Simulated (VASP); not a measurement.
Computed with PBE GGA with D4 dispersion, VASP's PBE PAW potentials (set 64) (plane waves; VASP).

The input files of a VASP run:

**INCAR**
```
SYSTEM = Tc
PREC = Accurate; ENCUT = 520; LREAL = F
LASPH = T
EDIFF = 1E-7; NELM = 100; ALGO = Normal
LMAXMIX = 4
ISMEAR = -5
GGA = PE; IVDW = 13
ISIF = 2
LWAVE = F; LCHARG = T; LORBIT = 11
NEDOS = 601
```

POSCAR:
```
Tc
8.745480
  0.1560553785  -0.2702958889   0.0000000000
  0.1560553785   0.2702958889   0.0000000000
  0.0000000000   0.0000000000   0.4999999902
Tc
2
Direct
  0.3333330000   0.6666670000   0.2500000000
  0.6666670000   0.3333330000   0.7500000000
```

### KPOINTS
```
kpoints
0
G
17 17 9
```

POTCAR, in this order: Tc_pv (PBE.64 set). Program: vasp_std.

What VASP printed:

File OUTCAR:
```
 ion  position               nearest neighbor table
   1  0.333  0.667  0.250-   2 2.70   2 2.70   2 2.70   2 2.70   2 2.70   2 2.70
   2  0.667  0.333  0.750-   1 2.70   1 2.70   1 2.70   1 2.70   1 2.70   1 2.70
  LATTYP: Found a hexagonal cell.
 ALAT       =     2.7295587209
 C/A-ratio  =     1.6019951798
 Subroutine PRICEL returns:
 Original cell was already a primitive cell.
 Subroutine GETGRP returns: Found 24 space group operations
The static configuration has the point symmetry D_3d.
 The point group associated with its full space group is D_6h.
The dynamic configuration has the point symmetry D_3d.
 Subroutine INISYM returns: Found 24 space group operations
 Subroutine IBZKPT returns following result:
 Found    165 irreducible k-points:

 Following reciprocal coordinates:
            Coordinates               Weight
  0.000000  0.000000  0.000000      1.000000
  0.058824  0.000000  0.000000      6.000000
  0.117647  0.000000  0.000000      6.000000
  0.176471  0.000000  0.000000      6.000000
  0.235294  0.000000  0.000000      6.000000
  0.294118  0.000000  0.000000      6.000000
  0.352941  0.000000  0.000000      6.000000
  0.411765  0.000000  0.000000      6.000000
  0.470588  0.000000  0.000000      6.000000
  0.058824  0.058824  0.000000      6.000000
  0.117647  0.058824  0.000000     12.000000
  0.176471  0.058824  0.000000     12.000000
  0.235294  0.058824  0.000000     12.000000
  0.294118  0.058824  0.000000     12.000000
  0.352941  0.058824  0.000000     12.000000
  0.411765  0.058824  0.000000     12.000000
  0.470588  0.058824  0.000000      6.000000
  0.117647  0.117647  0.000000      6.000000
  0.176471  0.117647  0.000000     12.000000
  0.235294  0.117647  0.000000     12.000000
  0.294118  0.117647  0.000000     12.000000
  0.352941  0.117647  0.000000     12.000000
  0.411765  0.117647  0.000000     12.000000
  0.176471  0.176471  0.000000      6.000000
  0.235294  0.176471  0.000000     12.000000
  0.294118  0.176471  0.000000     12.000000
  0.352941  0.176471  0.000000     12.000000
  0.411765  0.176471  0.000000      6.000000
  0.235294  0.235294  0.000000      6.000000
  0.294118  0.235294  0.000000     12.000000
  0.352941  0.235294  0.000000     12.000000
  0.294118  0.294118  0.000000      6.000000
  0.352941  0.294118  0.000000      6.000000
  0.000000  0.000000  0.111111      2.000000
  0.058824  0.000000  0.111111     12.000000
  0.117647  0.000000  0.111111     12.000000
  0.176471  0.000000  0.111111     12.000000
  0.235294  0.000000  0.111111     12.000000
  0.294118  0.000000  0.111111     12.000000
  0.352941  0.000000  0.111111     12.000000
   k-points           NKPTS =    165   k-points in BZ     NKDIM =    165   number of bands    NBANDS=     17
   number of dos      NEDOS =    601   number of ions     NIONS =      2
   total plane-waves  NPLWV =  14400
   dimension x,y,z NGX =    20 NGY =   20 NGZ =   36
   dimension x,y,z NGXF=    40 NGYF=   40 NGZF=   72
   ions per type =               2
   PREC   = accura    normal or accurate (medium, high low for compatibility)
   ISTART =      0    job   : 0-new  1-cont  2-samecut
   ICHARG =      2    charge: 1-file 2-atom 10-const
   ISPIN  =      1    spin polarized calculation?
   LNONCOLLINEAR =      F non collinear calculations
   LSORBIT =      F    spin-orbit coupling
   INIWAV =      1    electr: 0-lowe 1-rand  2-diag
   ENCUT  =  520.0 eV  38.22 Ry    6.18 a.u.   5.08  5.08  8.13*2*pi/ulx,y,z
   NELM   =    100;   NELMIN=  2; NELMDL= -5     # of ELM steps
   EDIFF  = 0.1E-06   stopping-criterion for ELM
   LREAL  =      F    real-space projection
...
```

File OSZICAR:
```
       N       E                     dE             d eps       ncg     rms          rms(c)
DAV:   1     0.312532472944E+03    0.31253E+03   -0.16819E+04  5634   0.161E+03
DAV:   2    -0.138825366013E+02   -0.32642E+03   -0.32342E+03  6124   0.458E+02
DAV:   3    -0.220552510832E+02   -0.81727E+01   -0.80328E+01  6763   0.830E+01
DAV:   4    -0.221227348794E+02   -0.67484E-01   -0.67214E-01  6228   0.787E+00
DAV:   5    -0.221233422629E+02   -0.60738E-03   -0.60390E-03  6294   0.698E-01    0.242E+01
DAV:   6    -0.208497718750E+02    0.12736E+01   -0.30639E+00  5951   0.175E+01    0.769E+00
DAV:   7    -0.206968948221E+02    0.15288E+00   -0.59449E-01  6356   0.701E+00    0.909E-01
DAV:   8    -0.206874464631E+02    0.94484E-02   -0.11008E-02  5818   0.113E+00    0.184E-01
DAV:   9    -0.206876053419E+02   -0.15888E-03   -0.32006E-04  6617   0.161E-01    0.198E-02
DAV:  10    -0.206875920548E+02    0.13287E-04   -0.11900E-05  5916   0.315E-02    0.106E-02
DAV:  11    -0.206875949451E+02   -0.28903E-05   -0.89679E-07  5903   0.973E-03    0.942E-04
DAV:  12    -0.206875935805E+02    0.13646E-05   -0.47299E-08  2942   0.179E-03    0.216E-04
DAV:  13    -0.206875932752E+02    0.30532E-06   -0.80957E-09  2849   0.660E-04    0.718E-05
DAV:  14    -0.206875932853E+02   -0.10156E-07   -0.13205E-09  2846   0.249E-04
   1 F= -.21914367E+02 E0= -.21914367E+02  d E =0.000000E+00
```

**OUTCAR**
```
------------------------ aborting loop because EDIFF is reached ----------------------------------------
  Edisp (eV):   -1.22677
  FORCE on cell =-STRESS in cart. coord.  units (eV):
  Direction    XX          YY          ZZ          XY          YZ          ZX
  --------------------------------------------------------------------------------------
  Total       0.05478     0.05478     0.01196     0.00000    -0.00000     0.00000
  in kB       3.11093     3.11093     0.67899     0.00000    -0.00000     0.00000
  external pressure =        2.30 kB  Pullay stress =        0.00 kB
  volume of cell :       28.21
      direct lattice vectors                 reciprocal lattice vectors
     1.364779192 -2.363867291  0.000000000     0.366359630 -0.211517796  0.000000000
     1.364779192  2.363867291  0.000000000     0.366359630  0.211517796  0.000000000
     0.000000000  0.000000000  4.372739914     0.000000000  0.000000000  0.228689568
 POSITION                                       TOTAL-FORCE (eV/Angst)
 -----------------------------------------------------------------------------------
      1.36478      0.78796      1.09318         0.000000      0.000000      0.000000
      1.36478     -0.78796      3.27955        -0.000000      0.000000      0.000000
 -----------------------------------------------------------------------------------
    total drift:                               -0.000000      0.000611     -0.000043
  FREE ENERGIE OF THE ION-ELECTRON SYSTEM (eV)
  ---------------------------------------------------
  free  energy   TOTEN  =       -21.9143667419 eV

  energy  without entropy=      -21.9143667419  energy(sigma->0) =      -21.91436674

 total charge

# of ion       s       p       d       tot
------------------------------------------
    1        0.486   6.504   5.145  12.135
    2        0.486   6.504   5.145  12.135
--------------------------------------------------
tot          0.971  13.008  10.290  24.269
```
(Selected blocks of OUTCAR.)

For a metal the tetrahedron method with Blöchl corrections gives inexact stress and forces.

The compound is Tc in the hcp structure. It was relaxed first.
